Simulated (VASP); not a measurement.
Output of a VASP run:

**OSZICAR**
```
...
DAV:  18     0.123062030592E+02    0.80138E-06   -0.85980E-08  1668   0.420E-03    0.140E-02
DAV:  19     0.123062053339E+02    0.22747E-05   -0.15668E-07  1800   0.372E-03    0.408E-03
DAV:  20     0.123062054782E+02    0.14438E-06   -0.16199E-08  1644   0.172E-03    0.401E-03
DAV:  21     0.123062056448E+02    0.16659E-06   -0.90074E-09  1644   0.923E-04    0.124E-03
DAV:  22     0.123062057489E+02    0.10406E-06   -0.30914E-09  1644   0.706E-04    0.553E-04
DAV:  23     0.123062057980E+02    0.49142E-07   -0.64180E-10  1644   0.281E-04
   1 F= 0.12306206E+02 E0= 0.12305920E+02  d E =0.123062E+02
       N       E                     dE             d eps       ncg     rms          rms(c)
DAV:   1     0.122994091212E+02   -0.67966E-02   -0.96856E-01  3288   0.873E+00    0.520E-01
DAV:   2     0.123072851088E+02    0.78760E-02   -0.11090E-02  3932   0.143E+00    0.278E-01
DAV:   3     0.123109282606E+02    0.36432E-02   -0.75720E-03  3624   0.787E-01    0.729E-02
DAV:   4     0.123109516698E+02    0.23409E-04   -0.77953E-04  3420   0.382E-01    0.290E-02
DAV:   5     0.123110161311E+02    0.64461E-04   -0.28380E-04  3472   0.193E-01    0.265E-02
DAV:   6     0.123112295232E+02    0.21339E-03   -0.13316E-04  3624   0.151E-01    0.833E-03
DAV:   7     0.123113404472E+02    0.11092E-03   -0.11343E-05  3528   0.495E-02    0.224E-03
DAV:   8     0.123113298140E+02   -0.10633E-04   -0.10292E-06  3404   0.114E-02    0.171E-03
DAV:   9     0.123113315510E+02    0.17370E-05   -0.49202E-07  3276   0.750E-03    0.441E-04
DAV:  10     0.123113296167E+02   -0.19343E-05   -0.31885E-08  1644   0.218E-03    0.352E-04
DAV:  11     0.123113301352E+02    0.51858E-06   -0.30047E-09  1644   0.690E-04    0.123E-04
DAV:  12     0.123113289993E+02   -0.11359E-05   -0.21104E-09  1644   0.527E-04    0.447E-05
DAV:  13     0.123113294333E+02    0.43399E-06   -0.20092E-10  1644   0.186E-04    0.393E-05
DAV:  14     0.123113292579E+02   -0.17541E-06   -0.49132E-11  1644   0.894E-05    0.100E-05
DAV:  15     0.123113292445E+02   -0.13414E-07   -0.69593E-12  1632   0.314E-05
   2 F= 0.12311329E+02 E0= 0.12311376E+02  d E =0.512345E-02
       N       E                     dE             d eps       ncg     rms          rms(c)
DAV:   1     0.122992271843E+02   -0.12102E-01   -0.48126E-01  3292   0.617E+00    0.364E-01
DAV:   2     0.123030707847E+02    0.38436E-02   -0.54277E-03  3896   0.998E-01    0.196E-01
DAV:   3     0.123047599166E+02    0.16891E-02   -0.37939E-03  3656   0.555E-01    0.491E-02
DAV:   4     0.123049098673E+02    0.14995E-03   -0.39506E-04  3444   0.272E-01    0.213E-02
DAV:   5     0.123048089150E+02   -0.10095E-03   -0.13919E-04  3476   0.135E-01    0.188E-02
DAV:   6     0.123050334460E+02    0.22453E-03   -0.69034E-05  3572   0.107E-01    0.615E-03
DAV:   7     0.123050255843E+02   -0.78617E-05   -0.61855E-06  3480   0.364E-02    0.168E-03
DAV:   8     0.123050338712E+02    0.82869E-05   -0.52522E-07  3316   0.821E-03    0.121E-03
DAV:   9     0.123050346131E+02    0.74190E-06   -0.18177E-07  2144   0.471E-03    0.334E-04
DAV:  10     0.123050361881E+02    0.15749E-05   -0.21963E-08  1644   0.205E-03    0.352E-04
DAV:  11     0.123050359764E+02   -0.21170E-06   -0.19038E-09  1628   0.539E-04    0.192E-04
DAV:  12     0.123050367924E+02    0.81604E-06   -0.30233E-09  1620   0.610E-04    0.882E-05
DAV:  13     0.123050363681E+02   -0.42435E-06   -0.22652E-10  1620   0.210E-04    0.436E-05
DAV:  14     0.123050364483E+02    0.80277E-07   -0.25028E-11  1620   0.639E-05
   3 F= 0.12305036E+02 E0= 0.12304814E+02  d E =-.116935E-02
```

File OUTCAR:
```
------------------------ aborting loop because EDIFF is reached ----------------------------------------
  FORCE on cell =-STRESS in cart. coord.  units (eV):
  Direction    XX          YY          ZZ          XY          YZ          ZX
  --------------------------------------------------------------------------------------
  Total        5.2649460      5.2649443      5.2613602      0.0000000      0.0000000      0.0000000
  in kB      324.9026107    324.9025073    324.6813323      0.0000000      0.0000000      0.0000000
  external PRESSURE =     324.8288168 kB  Pullay stress =       0.0000000 kB
  volume of cell :       25.96
      direct lattice vectors                 reciprocal lattice vectors
     1.332093667 -2.307253544 -0.000000000     0.375348981 -0.216707870 -0.000000000
     1.332093667  2.307253544 -0.000000000     0.375348981  0.216707870  0.000000000
     0.000000000 -0.000000000  4.223682073     0.000000000  0.000000000  0.236760244
 POSITION                                       TOTAL-FORCE (eV/Angst)
 -----------------------------------------------------------------------------------
      1.33209      0.76909      1.05592        -0.000000     -0.000000      0.000000
      1.33209     -0.76909      3.16776         0.000000      0.000000      0.000000
 -----------------------------------------------------------------------------------
    total drift:                               -0.000000      0.000012     -0.000019
  FREE ENERGIE OF THE ION-ELECTRON SYSTEM (eV)
  ---------------------------------------------------
  free  energy   TOTEN  =        12.3050364483 eV

  energy  without entropy=       12.3043697527  energy(sigma->0) =       12.30481422

 reached required accuracy - stopping structural energy minimisation
```
(Selected blocks of OUTCAR.)

POSCAR:
```
Os
1
    1.3343273706    -2.3111224569     0.0000000000
    1.3343273706     2.3111224569     0.0000000000
    0.0000000000     0.0000000000     4.2095527236
Os
2
Direct
  0.3333330000   0.6666670000   0.2500000000
  0.6666670000   0.3333330000   0.7500000000
```

### Question
Write an INCAR and KPOINTS that could have produced this output.

### Answer
One answer among several that fit: the input of the run itself, MS2 meta-GGA, plane waves, VASP's PBE PAW potentials (set 64).

File KPOINTS:
```
Automatic mesh
0
Gamma
15 15 9
0 0 0
```

**INCAR**
```
ALGO = Normal
EDIFF = 1E-7
EDIFFG = -0.01
ENCUT = 520
IBRION = 2
ISIF = 4
ISMEAR = 1
LASPH = T
LCHARG = F
LMAXMIX = 6
LMIXTAU = T
LREAL = F
LWAVE = F
METAGGA = MS2
NELM = 100
NSW = 30
PREC = Accurate
SIGMA = 0.1
SYSTEM = Os
```

POTCAR, in this order: Os (PBE.64 set). Program: vasp_std.

The compound is Os in the hcp structure. This cell is one point of a volume scan, at 0.94 of the reference volume. Symmetry was kept, so distortions that lower it aren't found.
